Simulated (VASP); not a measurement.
```
Ag3Pd
1.0
   -2.00802     2.00802     3.96051
    2.00802    -2.00802     3.96051
    2.00802     2.00802    -3.96051
Ag Pd
3 1
Cartesian
  0.00000   2.00802   1.98026
  2.00802   0.00000   1.98026
  0.00000   0.00000   3.96051
  0.00000   0.00000   0.00000
```

These are PBEsol GGA, VASP's PBE PAW potentials (set 64) (plane waves; VASP) values and carry that method's errors. Run with 400 eV cut-off, Gaussian smearing of 0.050 eV, potentials Ag Pd.

Question: Give the energies of bands 11 to 24 at the high-symmetry points, in eV from the Fermi level.

Answer: 
| band | Γ | X | P | N | M | S | R |
|---|---|---|---|---|---|---|---|
| 11 | -3.86 | -4.02 | -4.18 | -4.59 | -3.48 | -4.03 | -4.18 |
| 12 | -3.86 | -3.96 | -3.80 | -3.90 | -3.21 | -3.76 | -4.05 |
| 13 | -3.49 | -3.50 | -3.37 | -3.67 | -3.12 | -3.50 | -3.20 |
| 14 | -3.47 | -3.34 | -3.37 | -3.54 | -3.08 | -3.48 | -3.12 |
| 15 | -3.22 | -3.17 | -2.91 | -3.46 | -3.08 | -3.12 | -3.05 |
| 16 | -2.41 | -2.88 | -2.82 | -2.81 | -2.74 | -2.59 | -2.83 |
| 17 | -1.63 | -1.69 | -2.44 | -2.38 | -2.41 | -2.58 | -2.09 |
| 18 | -1.46 | -1.40 | -1.60 | -2.06 | -1.29 | -2.17 | -1.78 |
| 19 | -1.32 | -1.28 | -1.60 | -2.05 | -1.08 | -1.86 | -1.38 |
| 20 | -1.32 | -1.22 | -1.33 | -1.59 | -1.03 | -1.35 | -1.32 |
| 21 | -0.75 | -0.14 | 0.00 | -1.22 | -1.03 | -1.09 | -0.54 |
| 22 | 2.27 | -0.07 | 0.00 | -0.74 | -0.78 | -0.42 | -0.46 |
| 23 | 6.94 | 0.08 | 0.57 | 3.25 | 2.02 | -0.32 | 0.22 |
| 24 | 6.94 | 0.91 | 0.75 | 3.76 | 2.02 | 5.21 | 1.01 |

It has no gap at this level: it comes out as a metal or semimetal.

The structure comes from a computed database's Ag3Pd entry (I4/mmm); how it stands against other phases isn't given here. It was relaxed first. The electron count is odd and the run is not spin-polarised, which forces a metal.
